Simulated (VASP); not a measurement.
Crystal: Be2N.

```
Be N
1.0
     3.09680    0.00000    0.00000
    -1.54840    2.68191    0.00000
     0.00000    0.00000    3.09753
Be N
2 1
Direct
  0.33333 0.66667 0.50000
  0.66667 0.33333 0.50000
  0.00000 0.00000 0.00000
```

The cell was built by a generator and needn't be a form met in nature.

```yaml
Program: VASP 6.6.1
Task: relaxation of cell and atoms
Functional: r2SCAN
Dispersion: rVV10
Potentials_or_basis: VASP PAW PBE potentials, release 64 (Be, N)
Cutoff: 600 eV
k_mesh: 10 × 10 × 9
Occupations: gaussian, width 0.05 eV
Spin: no spin polarisation
```

At the start: pressure 2.6 GPa; volume 8.58 Å³/atom.

Problem. How do energy, volume and symmetry change on relaxing?

Solution. Over 9 steps the energy falls by 312.4 meV/atom and the volume is 8.28 Å³/atom (-3.5 %); space group P6/mmm (No. 191, to 0.05 Å).

The path:
| step | energy change (eV) | largest force (eV/Å) | pressure (GPa) | volume (Å³) |
| --- | --- | --- | --- | --- |
| 1 | 0.0000 | 0.0000 | 2.60 | 25.73 |
| 2 | -0.8790 | 0.0000 | -3.24 | 25.74 |
| 3 | -0.9238 | 0.0000 | -3.77 | 25.81 |
| 4 | -0.9251 | 0.0000 | -3.83 | 25.82 |
| 5 | -0.9247 | 0.0000 | -3.90 | 25.83 |
| 6 | -0.9363 | 0.0000 | -0.99 | 25.09 |
| 7 | -0.9369 | 0.0000 | -0.12 | 24.88 |
| 8 | -0.9369 | 0.0000 | -0.04 | 24.86 |
| 9 | -0.9371 | 0.0000 | 0.04 | 24.83 |

Final structure:
```yaml
crystal:
  lattice:
    - [3.26078, 0.00000, 0.00000]
    - [-1.63039, 2.82392, 0.00000]
    - [0.00000, 0.00000, 2.69698]
  atoms:
    - { symbol: Be, position: [0.33333, 0.66667, 0.50000] }
    - { symbol: Be, position: [0.66667, 0.33333, 0.50000] }
    - { symbol: N, position: [0.00000, 0.00000, 0.00000] }
```

Caveat: the PAW data sets were made with another functional, which shifts forces and pressure a little.
